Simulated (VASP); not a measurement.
Consider the following.

```yaml
crystal:
  lattice:
    - [0.00000, 2.98486, 2.98486]
    - [2.98486, 0.00000, 2.98486]
    - [2.98486, 2.98486, 0.00000]
  atoms:
    - { symbol: Al, position: [0.25000, 0.25000, 0.25000] }
    - { symbol: Al, position: [0.75000, 0.75000, 0.75000] }
    - { symbol: Pt, position: [0.00000, 0.00000, 0.00000] }
```

Calculation: PBE GGA, VASP's PBE PAW potentials (set 64) (plane waves; VASP). Run with 300 eV cut-off, 7×7×7 Γ-centred mesh, Gaussian smearing of 0.14 eV, potentials Al Pt.

### Question
Give the energies of bands 1 to 11 at the high-symmetry points, in eV from the Fermi level.

### Answer

```
band       Γ      X      U      L      W
----  ------  -----  -----  -----  -----
1     -10.00  -6.08  -6.30  -7.71  -5.87
2      -4.88  -5.91  -5.79  -5.97  -5.87
3      -4.88  -5.73  -5.39  -4.56  -5.26
4      -4.88  -3.65  -4.17  -4.56  -4.90
5      -3.56  -3.65  -3.83  -3.60  -3.65
6      -3.56  -3.31  -3.51  -3.35  -3.15
7       2.75  -3.09  -2.96  -3.35  -2.70
8       3.82  -1.53  -1.95   1.03  -2.70
9       3.82  -1.53  -0.57   1.03  -0.85
10      3.82   2.96   3.20   3.73   5.09
11      5.26   3.36   5.34   5.05   5.09
```

It has no gap at this level: it comes out as a metal or semimetal.

The structure comes from a computed database's Al2Pt entry; how it stands against other phases isn't given here. The cell was not relaxed at this level.
